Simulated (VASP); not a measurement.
A convergence study with VASP on Mo (bcc): one setting is varied, all else stays as given below, so the limit is that of these other settings. Each run relaxes cell and ions from the cell shown. The basis is that of the starting cell, so low cut-offs carry a Pulay error.

```xyz
1
Lattice="-1.5750 1.5750 1.5750 1.5750 -1.5750 1.5750 1.5750 1.5750 -1.5750" Properties=species:S:1:pos:R:3 pbc="T T T"
Mo     0.0000     0.0000     0.0000
```

Level of theory: PBE GGA, VASP's PBE PAW potentials (set 64) (plane waves; VASP). The tightest run used: 700 eV cut-off, 14×14×14 Γ-centred mesh, first-order Methfessel-Paxton smearing of 0.10 eV, potentials Mo_sv.

| setting | relaxed volume (Å³/atom) | E (eV/atom) | plane waves |
|---|---|---|---|
| ENCUT = 200 | 13.929 | -11.0609 | 116 |
| ENCUT = 250 | 15.570 | -10.9089 | 148 |
| ENCUT = 300 | 15.840 | -10.9201 | 194 |
| ENCUT = 350 | 15.768 | -10.9152 | 242 |
| ENCUT = 400 | 15.801 | -10.9182 | 321 |

### Question
These are the cheaper rows. Estimate the results at ENCUT = 700, and how far the last row shown lies from them.

### Answer

```json
[
 {"quantity": "relaxed volume (Å³/atom)", "tightest run": "15.858", "last row shown is off by": "-0.057"},
 {"quantity": "E (eV/atom)", "tightest run": "-10.9216", "last row shown is off by": "0.0034"}
]
```

Left out are rungs that failed or repeat a setting and relaxations that didn't move; long series are thinned to 24 rows.

The compound is Mo in the bcc structure.
